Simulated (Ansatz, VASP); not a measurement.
PdPt: VASP beside Ansatz

INCAR

```
  PREC = Accurate
  ENCUT = 520
  EDIFF = 1E-7
  ISMEAR = -1
  SIGMA = 0.05
  LREAL = F
  LASPH = T
  NELM = 80
  ALGO = Normal
  ISIF = 2
  LWAVE = F
  LCHARG = T
  GGA = CA
  LELF = T
  LVHAR = T
  NBANDS = 17
```

KPOINTS

```
Automatic mesh
0
Gamma
  15 15 15
```

Contents of POSCAR:

```
PdPt
1.0
    1.1716657329      0.6764615263      3.8145203192
   -1.1716657329      0.6764615263      3.8145203192
    0.0000000000     -1.3529230526      3.8145203192
Pd Pt
1 1
Direct
    0.0000000000      0.0000000000      0.0000000000
    0.5000000000      0.5000000000      0.5000000000
```

Input for Ansatz:

```yaml
crystal:
  lattice:
    - [1.1716657329, 0.6764615263, 3.8145203192]
    - [-1.1716657329, 0.6764615263, 3.8145203192]
    - [0.0, -1.3529230526, 3.8145203192]
  atoms:
    - { symbol: Pd, position: [0.0, 0.0, 0.0] }
    - { symbol: Pt, position: [0.5, 0.5, 0.5] }
kpoints:
  mp_grid: { grid: [15, 15, 15] }
  band_path:
    path:
      - [0.0, 0.0, 0.0]
      - [0.5, 0.5, 0.5]
      - [0.8123673576, 0.1876326424, 0.5]
      - [0.5, -0.1876326424, 0.1876326424]
      - [0.5, 0.0, 0.0]
      - [0.0, 0.0, 0.0]
      - [0.3438163212, -0.3438163212, 0.0]
      - [0.6561836788, 0.0, 0.3438163212]
      - [0.5, 0.0, 0.5]
    npoints: 6
scf:
  occupations: { method: fermi_dirac, width: 0.05 }
hamiltonian:
  xc: lda
  pseudopotentials: { kind: all_electron, lapw: { basis_error: 0.001 } }
output:
  forces: true
  stress: true
  eigenvalues: true
  populations: true
```

Change from the starting cell: volume scaled by 0.6, LAPW.

Alike in both runs: task single point; functional LDA; k mesh 15 × 15 × 15; occupations fermi-dirac, width 0.05 eV; no spin polarisation.

```csv
,VASP,Ansatz
version,VASP 6.6.1,Ansatz 0.2.0
potentials or method,"VASP PAW LDA potentials, release 64 (Pd, Pt)","all-electron LAPW, scalar-relativistic"
plane-wave cutoff (eV),520,see its input
```

```tsv
	VASP	Ansatz	Ansatz less VASP
pressure (GPa)	416.9	409.6	-7.24
largest component of the traceless stress (GPa)	0.55	0.06	-0.487
```

Ansatz ran all-electron here, so the differences hold the error of VASP's frozen core and of both bases.

Caveats: the cell as given lies far from equilibrium; so large a pressure means that the cell lies far from this level's equilibrium, or that cutoff or potentials fall short (VASP). The runs have no spin-orbit coupling, so splittings on Pt are missing.
